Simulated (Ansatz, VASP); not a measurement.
# Al (Te/Al(110)): VASP beside Ansatz, part 2 of 2

Aim: how closely do two programs agree when they are given the same cell, functional and k mesh? The cell is taken from a series of runs on this material, whose earlier steps may have relaxed, scaled, displaced or heated it; both programs get it as it stands.

VASP 6.6.1 and Ansatz 0.2.0.

So far: Starting point; VASP: single point, PBE.

**3. Ansatz: single point, PBE**

Level of this step: Ansatz beside VASP: Kohn-Sham DFT, plane waves, PBE (Ansatz).

Ansatz runs on its default PAW (the set named soft_2) files.

The same cell, functional, mesh and smearing now go to Ansatz, which takes its cutoff from its data sets.

The input, input.yaml:

```yaml
crystal:
  lattice:
    - [8.1, 0.0, 0.0]
    - [0.0, 5.7275649276, 0.0]
    - [0.0, 0.0, 24.7502621437]
  atoms:
    - { symbol: Al, position: [0.0, 0.0, 0.3636325122] }
    - { symbol: Al, position: [0.25, 0.25, 0.4214860905] }
    - { symbol: Al, position: [-0.0078605725, 0.0009612648, 0.4800251995] }
    - { symbol: Al, position: [0.25, 0.25, 0.532184127] }
    - { symbol: Al, position: [0.0206428977, -0.0023125287, 0.596707008] }
    - { symbol: Al, position: [0.0, 0.5, 0.3636325122] }
    - { symbol: Al, position: [0.25, 0.75, 0.4214860905] }
    - { symbol: Al, position: [-0.0078605725, 0.4990387352, 0.4800251995] }
    - { symbol: Al, position: [0.25, 0.75, 0.5344490658] }
    - { symbol: Al, position: [0.0206428977, 0.5023125287, 0.596707008] }
    - { symbol: Al, position: [0.5, 0.0, 0.3636325122] }
    - { symbol: Al, position: [0.75, 0.25, 0.4214860905] }
    - { symbol: Al, position: [0.5078605725, 0.0009612648, 0.4800251995] }
    - { symbol: Al, position: [0.75, 0.25, 0.551635329] }
    - { symbol: Al, position: [0.4793571023, -0.0023125287, 0.596707008] }
    - { symbol: Al, position: [0.5, 0.5, 0.3636325122] }
    - { symbol: Al, position: [0.75, 0.75, 0.4214860905] }
    - { symbol: Al, position: [0.5078605725, 0.4990387352, 0.4800251995] }
    - { symbol: Al, position: [0.75, 0.75, 0.5421139239] }
    - { symbol: Al, position: [0.4793571023, 0.5023125287, 0.596707008] }
kpoints:
  mp_grid: { grid: [4, 5, 1] }
hamiltonian:
  xc: pbe
scf:
  occupations: { method: fermi_dirac, width: 0.1 }
  convergence: { dr2_threshold: 1.0e-08 }
efield:
  axis: 3
  dipole_correction: true
  ramp_position: 0.97
  ramp_width: 0.06
output:
  write_potential: true
  write_density: true
  volumetric_format: npy
```

Run with:

```sh
$ ansatz run input.yaml --threads 4 --pin off --max-ram 6144MiB --backend cpu --events-out ev --progress --plain --runs-dir out
```

Numbers of over 12 decimals in the logs are rounded to 6 here.

Log:

```text
Engine: ansatz 0.2.0, x86_64-unknown-linux-gnu
Pseudopotentials: kind: paw
Pseudopotential: Al, paw, valence charge 3, recommended cutoff 420 eV (normal), Al.paw.azcp
Functional definition: PBE
  parameter kappa = 0.804
  parameter beta = 0.066725
  exchange = pbe_x(kappa = kappa, mu = beta*pi^2/3)
  correlation = pbe_c(beta = beta)
Crystal: 20 atoms, lattice volume = 1148.246 Å³
Basis set: ecut = 420 eV, 22555 PW (Γ)
Bands: 50, of which v1, the nominal top of the filled ones, is band 30 counted from 1 (29 counted from 0)
Symmetry: 4 space group operations
Space group: Pmm2 (ITA 25), of the structure as read, at distance tolerance 1.0e-4 Å
k-points: 9 of 20
Non-local potential: Al, projectors of the file, l = 0: 2, l = 1: 2, l = 2: 1
PAW form: soft (Blöchl's): semilocal exchange-correlation on the pseudo side does not see the compensation charge
PAW one-centre angular grid: Al, 110 points (default); XC on 64 Gauss nodes
Initial density: superposition of atomic densities (neutral atoms: chi_scale 0, normalization atom), corrected by the library's trained network
Initial wavefunctions: pseudopotential atomic-orbital guess
Functional: x = pbe(κ = 0.804, μ = 0.219515), c = pbe(β = 0.066725)
SCF iter   1: F=—  HF=-10744.364826 eV  |F-HF|=—  |Δ(HF+E_count)|=         —  Δρ=9.74e-4  dr2=1.91e-2  ethr=1.77e-3  p=0.001 e·Å  D=1.79e-4 V/Å  ΔV_dip=-0.00 eV  dr2_dipole=7.86e-4  V_vac-E_F(+/−)=3.93/3.94 eV  ⟨swp⟩=10.9  Hψ=2802  notcnv=0
efield: sawtooth ramp at fractional position 0.9700 (set: `efield.ramp_position`, or a place that a band, a saddle search or an elastic batch's reference lends), width 0.0600; the density the first Hamiltonian is built on has a dipole p = 0.001 e·Å; the dipole correction subtracts the counter field D = 1.79e-4 V/Å, which shifts the + side's vacuum level by -0.00 eV against the − side's; the planar-averaged density in the ramp window peaks in size at 4.6e-6 e/Å³
preconditioner: auto → LDOS  [metal: Δε(μ)=0.050 eV  Ē_g=5.913 eV  σ=0.100 eV  W_gap=0.13  n_scr=90 (ndim 8)  ℏωp=8.5 eV  f_vac=0.572  D(μ)=9.93/eV (n_scr^D=32)  β→1.0]
SCF iter   2: F=—  HF=-10744.369468 eV  |F-HF|=—  |Δ(HF+E_count)|=   4.64e-3  Δρ=2.56e-4  dr2=1.55e-3  ethr=3.19e-5  p=-0.004 e·Å  D=-6.44e-4 V/Å  ΔV_dip=0.02 eV  dr2_dipole=4.87e-7  V_vac-E_F(+/−)=4.01/3.99 eV  ⟨swp⟩=2.6  Hψ=950  notcnv=0  defer=4
SCF iter   3: F=—  HF=-10744.369912 eV  |F-HF|=—  |Δ(HF+E_count)|=   4.44e-4  Δρ=8.33e-5  dr2=1.85e-4  ethr=2.58e-6  p=-0.004 e·Å  D=-5.78e-4 V/Å  ΔV_dip=0.01 eV  dr2_dipole=1.17e-6  V_vac-E_F(+/−)=4.01/4.00 eV  ⟨swp⟩=2.0  Hψ=702  notcnv=0  defer=3
SCF iter   4: F=—  HF=-10744.369939 eV  |F-HF|=—  |Δ(HF+E_count)|=   2.78e-5  Δρ=2.56e-5  dr2=1.61e-5  ethr=3.09e-7  p=-0.004 e·Å  D=-5.61e-4 V/Å  ΔV_dip=0.01 eV  dr2_dipole=5.13e-7  V_vac-E_F(+/−)=4.01/4.00 eV  ⟨swp⟩=2.1  Hψ=727  notcnv=0  defer=3
SCF iter   5: F=—  HF=-10744.369959 eV  |F-HF|=—  |Δ(HF+E_count)|=   1.94e-5  Δρ=7.52e-6  dr2=1.59e-6  ethr=2.68e-8  p=-0.004 e·Å  D=-5.71e-4 V/Å  ΔV_dip=0.01 eV  dr2_dipole=2.46e-8  V_vac-E_F(+/−)=4.01/4.00 eV  ⟨swp⟩=2.7  Hψ=788  notcnv=0  defer=3
SCF iter   6: F=—  HF=-10744.369927 eV  |F-HF|=—  |Δ(HF+E_count)|=   3.19e-5  Δρ=1.56e-6  dr2=9.84e-8  ethr=2.65e-9  p=-0.004 e·Å  D=-5.72e-4 V/Å  ΔV_dip=0.01 eV  dr2_dipole=2.41e-9  V_vac-E_F(+/−)=4.01/4.00 eV  ⟨swp⟩=3.2  Hψ=841  notcnv=0  defer=3
SCF iter   7: F=-10744.369927 eV  HF=-10744.369927 eV  |F-HF|=7.35e-9  |Δ(HF+E_count)|=   1.17e-7  Δρ=3.92e-7  dr2=4.61e-9  ethr=1.67e-11  p=-0.004 e·Å  D=-5.73e-4 V/Å  ΔV_dip=0.01 eV  dr2_dipole=6.80e-11  V_vac-E_F(+/−)=4.01/4.00 eV  ⟨swp⟩=15.3  Hψ=1765  notcnv=0
SCF 1 converged in 7 iterations: F = -10744.369927 eV  dr2 = 4.61e-9
  greatest PAW one-centre occupation: 0.483 electrons in one spin orbital (limit 2), on the Al atom at site 15 (counted from 0), in its partial waves of l = 0
WARN: The output density's exchange-correlation potential varies sharply where the density is thin. Do not read a vacuum level from v_tot or v_xc, or from such a field of the output density. On a cell that repeats whose density bears no net charge and no dipole along the vacuum's axis use v_es (v_loc + v_h of the components); under efield.dipole_correction with no amplitude use v_es + v_field, which holds any externa [...]
SCF converged after 7 iterations
Free energy (F): -10744.369927 eV
Harris-Foulkes:  -10744.369927 eV  (|F-HF|=7.35e-9)
Internal energy: -10744.058386 eV  (E = F + TS)
E sigma→0 (E₀):  -10744.214157 eV
Entropy (-TS):   -0.311541 eV (-15.577 meV/atom)
Fermi energy:    -0.480462 eV
Dipole field:    D = -0.000578 V/Å  (p = -0.003666 e·Å, saw-weighted, corrected)
Work function:   Φ+ = 4.0115 eV   Φ− = 3.9972 eV
Levels:          The Fermi level and band energies are counted from a zero that moves with the ramp; work functions are not
--- Per-component energies (eV) ---
  E_band       = -273.682670
  E_kinetic    = 422.729301
  E_local      = -14099.387322  (includes V_loc(G=0)·N_el)
  E_nonlocal   = 209.740141
  E_hartree    = 6909.722718
  E_xc         = -776.063923
  E_vxc        = -554.060160  (∫ρ·V_xc dr)
  E_paw        = -9345.307667  (= ΣΔE_a)
  E_vpaw       = -72.135848  (= ΣTr[D̂ρ^β])
  E_aug_tail   = -0.000042  (compensation charges beyond the density's cutoff)
  E_efield     = 0.000001  (sawtooth field / dipole correction)
  E_vefield    = -0.016821  (∫n·V_field dr)
  E_ewald      = 5934.508406
  E_smearing   = -0.311541  (= −TS)
  E_closure    = -0.000000  (closes the sum)
  Σ components = -10744.369927   (vs F -10744.369927, Δ=0.00e0)
--- Band table (eV; the first three rows and the last of 9) ---
  k-point 0: bands = [... 26 lower, -1.5520, -1.3238, -1.2766, -1.1918, -0.6538, -0.2413, -0.0614, 0.1860, ... 16 higher]
  k-point 1: bands = [... 26 lower, -1.2564, -1.1299, -1.0864, -1.0662, -0.5663, -0.4992, -0.4275, -0.1762, ... 16 higher]
  k-point 2: bands = [... 26 lower, -0.7109, -0.6032, -0.5770, -0.4004, -0.1411, 0.0202, 0.1546, 0.2372, ... 16 higher]
  k-point 8: bands = [... 26 lower, -1.4128, -1.3209, -0.5288, -0.4561, -0.1926, -0.1034, -0.0176, 0.1728, ... 16 higher]
```

**4. Comparison**

Known differences besides the potentials themselves: the cutoff is 420 eV in Ansatz and 400 eV in VASP. Total energies have different zeros and are not compared.

The two programs side by side:

```csv
quantity,Ansatz,VASP,difference
"work function, lower of the two faces (eV)",4.00,4.00,0.00
"work function, higher of the two faces (eV)",4.01,4.01,0.00
```

Where the cell holds vacuum, a pressure given here is an average over it and none of the material.

**5. What came out**

| Item | Value |
| --- | --- |
| difference in work function, higher of the two faces (single point, PBE) | -0.0027 eV |

In words: The difference in work function, higher of the two faces is -0.0027 eV (single point, PBE). How closely two codes agree says nothing of how well the functional describes the real material.

[Lines on the potential files, build, host, timing and source positions are cut from VASP's logs without a mark.]

[Logs are printed without paths, hosts, clocks, repeated set-up lines and the standing remarks that a program may print on its own settings, such as how far it seeks lower states.]

[Hosts, paths, dates, database ids (printed as entryN), source tags and the programs' standing remarks are cut or masked in the printed files.]
